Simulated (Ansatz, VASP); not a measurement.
# Cross-check of MoS2 between VASP and Ansatz, part 2 of 3

Wanted: the spread between two codes on one cell, functional and k mesh. The cell is taken from a series of runs on this material, whose earlier steps may have relaxed, scaled, displaced or heated it; both programs get it as it stands.

VASP 6.6.1 and Ansatz 0.2.0.

So far: The structure; VASP: zone-centre phonons, LDA.

## 2. VASP: zone-centre phonons, LDA (continued)

Level of this step: LDA, no spin polarisation; plane waves and PAW (Mo_sv, S) (VASP).

Parts of OUTCAR (step 2):

```text
ion  position               nearest neighbor table
   1  0.333  0.667  0.250-   4 2.38   6 2.38   4 2.38   6 2.38   4 2.38   6 2.38
   2  0.667  0.333  0.750-   3 2.38   5 2.38   3 2.38   5 2.38   3 2.38   5 2.38
   3  0.333  0.667  0.621-   2 2.38   2 2.38   2 2.38
   4  0.667  0.333  0.121-   1 2.38   1 2.38   1 2.38
   5  0.333  0.667  0.879-   2 2.38   2 2.38   2 2.38
   6  0.667  0.333  0.379-   1 2.38   1 2.38   1 2.38

  LATTYP: Found a hexagonal cell.
 ALAT       =     3.1221869519
 C/A-ratio  =     3.8677958651

 Subroutine GETGRP returns: Found 24 space group operations
 (whereof 12 operations were pure point group operations)

The static configuration has the point symmetry D_3d.
 The point group associated with its full space group is D_6h.

 Found     38 irreducible k-points:

   k-points           NKPTS =     38   k-points in BZ     NKDIM =     38   number of bands    NBANDS=     32

   dimension x,y,z NGX =    24 NGY =   24 NGZ =   90
   dimension x,y,z NGXF=    48 NGYF=   48 NGZF=  180

   ENCUT  =  500.0 eV  36.75 Ry    6.06 a.u.   5.69  5.69 22.02*2*pi/ulx,y,z

   NELECT =      52.0000    total number of electrons

 k-points in reciprocal lattice and weights: Automatic mesh
   0.00000000  0.00000000  0.00000000       0.002
   0.08333333  0.00000000  0.00000000       0.014
   0.16666667  0.00000000  0.00000000       0.014
   0.25000000  0.00000000  0.00000000       0.014
   0.33333333  0.00000000  0.00000000       0.014
   0.41666667  0.00000000  0.00000000       0.014
   0.50000000  0.00000000  0.00000000       0.007
   0.08333333  0.08333333  0.00000000       0.014
   0.16666667  0.08333333  0.00000000       0.028
[...]
0.33333333  0.25000000  0.33333333       0.056
   0.33333333  0.33333333  0.33333333       0.009

 average (electrostatic) potential at core
       1 -74.1570       2 -74.1570       3 -84.3794       4 -84.3794       5 -84.3794
       6 -84.3794

  Total        0.0034826      0.0034826     -0.0481419      0.0000000      0.0000000      0.0000000
[...]
2     0.00000     0.56586     0.00000
    3     0.00000     0.00000     0.40192

 Eigenvectors and eigenvalues of the dynamical matrix
 ----------------------------------------------------

   1 f  =   14.245238 THz    89.505472 2PiTHz  475.170001 cm-1    58.913545 meV
             X         Y         Z           dx          dy          dz
      0.000000  1.802595  3.018995    -0.000000    0.000000   -0.442801
      1.561093  0.901298  9.056986    -0.000000   -0.000000    0.442801
      0.000000  1.802595  7.502832     0.000000    0.000000   -0.389825
      1.561093  0.901298  1.464841     0.000000   -0.000000    0.389825
      0.000000  1.802595 10.611140     0.000000    0.000000   -0.389825
      1.561093  0.901298  4.573150     0.000000    0.000000    0.389825

   2 f  =   14.114825 THz    88.686063 2PiTHz  470.819891 cm-1    58.374200 meV
             X         Y         Z           dx          dy          dz
      0.000000  1.802595  3.018995     0.000000    0.000000    0.447699
      1.561093  0.901298  9.056986    -0.000000   -0.000000    0.447699
      0.000000  1.802595  7.502832     0.000000    0.000000   -0.387018
      1.561093  0.901298  1.464841    -0.000000   -0.000000   -0.387018
      0.000000  1.802595 10.611140     0.000000    0.000000   -0.387018
      1.561093  0.901298  4.573150    -0.000000   -0.000000   -0.387018

   3 f  =   12.377630 THz    77.770944 2PiTHz  412.873302 cm-1    51.189742 meV
             X         Y         Z           dx          dy          dz
      0.000000  1.802595  3.018995     0.000000    0.000000    0.000000
      1.561093  0.901298  9.056986    -0.000000    0.000000    0.000000
      0.000000  1.802595  7.502832     0.000000   -0.000000   -0.500000
      1.561093  0.901298  1.464841    -0.000000   -0.000000   -0.500000
      0.000000  1.802595 10.611140     0.000000   -0.000000    0.500000
      1.561093  0.901298  4.573150    -0.000000   -0.000000    0.500000

   4 f  =   12.258267 THz    77.020962 2PiTHz  408.891767 cm-1    50.696095 meV
             X         Y         Z           dx          dy          dz
      0.000000  1.802595  3.018995     0.000000    0.000000    0.000000
      1.561093  0.901298  9.056986     0.000000   -0.000000   -0.000000
      0.000000  1.802595  7.502832    -0.000000    0.000000    0.500000
      1.561093  0.901298  1.464841    -0.000000   -0.000000   -0.500000
      0.000000  1.802595 10.611140    -0.000000    0.000000   -0.500000
      1.561093  0.901298  4.573150    -0.000000   -0.000000    0.500000

   5 f  =   11.658124 THz    73.250153 2PiTHz  388.873156 cm-1    48.214105 meV
             X         Y         Z           dx          dy          dz
      0.000000  1.802595  3.018995    -0.345463   -0.284866    0.000000
      1.561093  0.901298  9.056986    -0.345463   -0.284866    0.000000
      0.000000  1.802595  7.502832     0.298566    0.246195    0.000000
      1.561093  0.901298  1.464841     0.298566    0.246195   -0.000000
      0.000000  1.802595 10.611140     0.298566    0.246195   -0.000000
      1.561093  0.901298  4.573150     0.298566    0.246195    0.000000

   6 f  =   11.658124 THz    73.250153 2PiTHz  388.873156 cm-1    48.214105 meV
             X         Y         Z           dx          dy          dz
      0.000000  1.802595  3.018995     0.284866   -0.345463    0.000000
      1.561093  0.901298  9.056986     0.284866   -0.345463    0.000000
      0.000000  1.802595  7.502832    -0.246195    0.298566   -0.000000
      1.561093  0.901298  1.464841    -0.246195    0.298566    0.000000
      0.000000  1.802595 10.611140    -0.246195    0.298566    0.000000
      1.561093  0.901298  4.573150    -0.246195    0.298566   -0.000000

   7 f  =   11.642513 THz    73.152068 2PiTHz  388.352438 cm-1    48.149544 meV
             X         Y         Z           dx          dy          dz
      0.000000  1.802595  3.018995     0.344529    0.284093   -0.000000
      1.561093  0.901298  9.056986    -0.344529   -0.284093    0.000000
      0.000000  1.802595  7.502832     0.299107    0.246639    0.000000
      1.561093  0.901298  1.464841    -0.299107   -0.246639    0.000000
      0.000000  1.802595 10.611140     0.299107    0.246639    0.000000
      1.561093  0.901298  4.573150    -0.299107   -0.246639   -0.000000

   8 f  =   11.642513 THz    73.152068 2PiTHz  388.352438 cm-1    48.149544 meV
             X         Y         Z           dx          dy          dz
      0.000000  1.802595  3.018995    -0.284093    0.344529    0.000000
      1.561093  0.901298  9.056986     0.284093   -0.344529    0.000000
      0.000000  1.802595  7.502832    -0.246639    0.299107   -0.000000
      1.561093  0.901298  1.464841     0.246639   -0.299107   -0.000000
      0.000000  1.802595 10.611140    -0.246639    0.299107    0.000000
      1.561093  0.901298  4.573150     0.246639   -0.299107    0.000000

   9 f  =    8.696404 THz    54.641118 2PiTHz  290.080813 cm-1    35.965421 meV
             X         Y         Z           dx          dy          dz
      0.000000  1.802595  3.018995     0.000000    0.000000    0.000000
      1.561093  0.901298  9.056986    -0.000000    0.000000    0.000000
      0.000000  1.802595  7.502832    -0.385762   -0.318100   -0.000000
      1.561093  0.901298  1.464841    -0.385762   -0.318100   -0.000000
      0.000000  1.802595 10.611140     0.385762    0.318100   -0.000000
      1.561093  0.901298  4.573150     0.385762    0.318100    0.000000

  10 f  =    8.696404 THz    54.641118 2PiTHz  290.080813 cm-1    35.965421 meV
             X         Y         Z           dx          dy          dz
      0.000000  1.802595  3.018995    -0.000000   -0.000000   -0.000000
      1.561093  0.901298  9.056986     0.000000   -0.000000    0.000000
      0.000000  1.802595  7.502832     0.318100   -0.385762   -0.000000
      1.561093  0.901298  1.464841     0.318100   -0.385762    0.000000
      0.000000  1.802595 10.611140    -0.318100    0.385762    0.000000
      1.561093  0.901298  4.573150    -0.318100    0.385762   -0.000000

  11 f  =    8.616619 THz    54.139814 2PiTHz  287.419470 cm-1    35.635457 meV
             X         Y         Z           dx          dy          dz
      0.000000  1.802595  3.018995     0.000000   -0.000000    0.000000
      1.561093  0.901298  9.056986     0.000000    0.000000   -0.000000
      0.000000  1.802595  7.502832     0.385761    0.318101    0.000000
      1.561093  0.901298  1.464841    -0.385761   -0.318101   -0.000000
      0.000000  1.802595 10.611140    -0.385761   -0.318101   -0.000000
      1.561093  0.901298  4.573150     0.385761    0.318101    0.000000

  12 f  =    8.616619 THz    54.139814 2PiTHz  287.419470 cm-1    35.635457 meV
             X         Y         Z           dx          dy          dz
      0.000000  1.802595  3.018995     0.000000   -0.000000    0.000000
      1.561093  0.901298  9.056986     0.000000    0.000000    0.000000
      0.000000  1.802595  7.502832     0.318101   -0.385761   -0.000000
      1.561093  0.901298  1.464841    -0.318101    0.385761   -0.000000
      0.000000  1.802595 10.611140    -0.318101    0.385761    0.000000
      1.561093  0.901298  4.573150     0.318101   -0.385761    0.000000

  13 f  =    1.716131 THz    10.782766 2PiTHz   57.243953 cm-1     7.097342 meV
             X         Y         Z           dx          dy          dz
      0.000000  1.802595  3.018995     0.000000    0.000000    0.551296
      1.561093  0.901298  9.056986    -0.000000   -0.000000   -0.551296
      0.000000  1.802595  7.502832    -0.000000   -0.000000   -0.313108
      1.561093  0.901298  1.464841     0.000000    0.000000    0.313108
      0.000000  1.802595 10.611140    -0.000000   -0.000000   -0.313108
      1.561093  0.901298  4.573150     0.000000    0.000000    0.313108
    [... 43 further lines ...]
      0.000000  1.802595 10.611140    -0.275056    0.156814    0.000000
      1.561093  0.901298  4.573150    -0.275056    0.156814    0.000000

 MACROSCOPIC STATIC DIELECTRIC TENSOR IONIC CONTRIBUTION
 ------------------------------------------------------
           0.212628     0.000000     0.000000
           0.000000     0.212628    -0.000000
           0.000000    -0.000000     0.073189
 ------------------------------------------------------

 ELASTIC MODULI CONTR FROM IONIC RELAXATION (kBar)
 Direction    XX          YY          ZZ          XY          YZ          ZX
 --------------------------------------------------------------------------------
 XX        -434.7633   -276.8744   -977.4172     -0.0000     -0.0000     -0.0000
 YY        -276.8744   -434.7633   -977.4172     -0.0000      0.0000      0.0000
 ZZ        -977.4172   -977.4172  -2684.9178     -0.0000      0.0000      0.0000
 XY          -0.0000     -0.0000     -0.0000    -78.9444      0.0000      0.0000
 YZ          -0.0000      0.0000      0.0000      0.0000  -1465.7596     -0.0000
 ZX           0.0000      0.0000      0.0000     -0.0000     -0.0000  -1156.2145
 --------------------------------------------------------------------------------

 PIEZOELECTRIC TENSOR IONIC CONTR  for field in x, y, z        (C/m^2)
          XX          YY          ZZ          XY          YZ          ZX
  --------------------------------------------------------------------------------
  x     0.00000    -0.00000     0.00000     0.00000    -0.00000     0.00000
  y    -0.00000    -0.00000     0.00000    -0.00000    -0.00000     0.00000
  z     0.00000     0.00000    -0.00000    -0.00000     0.00000    -0.00000
```

This run has no spin polarisation, so a moment on Mo, if there is one, isn't seen.

[end of part 2 of 3]

[Lines on the potential files, build, host, timing and source positions are cut from VASP's logs without a mark.]

[Logs are printed without paths, hosts, clocks, repeated set-up lines and the standing remarks that a program may print on its own settings, such as how far it seeks lower states.]

[Hosts, paths, dates, database ids (printed as entryN), source tags and the programs' standing remarks are cut or masked in the printed files.]
